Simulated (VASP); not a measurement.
An input for Quantum ESPRESSO's pw.x (written as the equivalent of a VASP run, and not itself run):

```
&CONTROL
  calculation = 'scf'
  pseudo_dir = './pseudo'
  outdir = './out'
  tprnfor = .true.
  tstress = .true.
/
&SYSTEM
  ibrav = 0
  nat = 4
  ntyp = 2
  ecutwfc = 96
  occupations = 'tetrahedra'
  input_dft = 'pbesol'
  nspin = 2
  starting_magnetization(1) = 0.25
  starting_magnetization(2) = 0.04
/
&ELECTRONS
  conv_thr = 7.3e-09
  electron_maxstep = 100
/
ATOMIC_SPECIES
  Co 58.933 Co.upf
  O 15.999 O.upf
CELL_PARAMETERS angstrom
     2.8521320   -0.0000000   -0.0000000
    -1.4260660    2.4700186    0.0000000
     0.0000000    0.0000000    5.1248886
ATOMIC_POSITIONS crystal
  Co   0.0000000  0.0000000  0.0000000
  Co   0.0000000  0.0000000  0.5000000
  O    0.3333330  0.6666670  0.2500000
  O    0.6666670  0.3333330  0.7500000
K_POINTS automatic
  14 14 7 0 0 0
```

Translate this input to VASP (INCAR, KPOINTS, POSCAR, choice of POTCAR).

Several could match; the one computed here: 
**KPOINTS**
```
Regular mesh
0
gamma
 14 14 7
0 0 0
```

**POSCAR**
```
CoO
1
    2.8521319875    -0.0000000000    -0.0000000000
   -1.4260659938     2.4700185982     0.0000000000
    0.0000000000     0.0000000000     5.1248885511
Co O
2 2
Direct
  0.0000000000   0.0000000000   0.0000000000
  0.0000000000   0.0000000000   0.5000000000
  0.3333330000   0.6666670000   0.2500000000
  0.6666670000   0.3333330000   0.7500000000
```

INCAR:
```
LWAVE = .FALSE.
NEDOS = 601
NELM = 100   ! most electronic steps
ISIF = 2   ! forces and stress, cell fixed
EDIFF = 1E-7   ! SCF stop (eV)
ISPIN = 2   ! spin-polarised
SYSTEM = CoO
LREAL = .FALSE.   ! projection in real space or not
ISMEAR = -5   ! tetrahedra, Bloechl
ALGO = Normal
MAGMOM = 2*2.5 2*0.4
ENCUT = 520   ! plane-wave cut-off (eV)
LASPH = .TRUE.
PREC = Accurate
LEFG = .TRUE.
GGA = PS   ! PBEsol
LORBIT = 11
LMAXMIX = 4   ! l cut-off of mixed one-centre charges
LCHARG = .TRUE.
```

POTCAR, in this order: Co O (PBE.64 set). Program: vasp_std.

The two are equivalent in intent, not identical: the potentials are each code's own (VASP's PAW set, PseudoDojo norm-conserving files in pw.x), so ENCUT and ecutwfc are chosen apart and not converted; conv_thr bounds pw.x's estimated SCF error, while EDIFF bounds the energy change between steps; starting_magnetization is a fraction of the valence charge and MAGMOM a moment in μB, so they match only roughly; the field gradients of LEFG aren't asked of the other code.

The structure was generated: CoO was put into the NiAs type type (P6_3/mmc), which need not be its known phase. It was relaxed first.
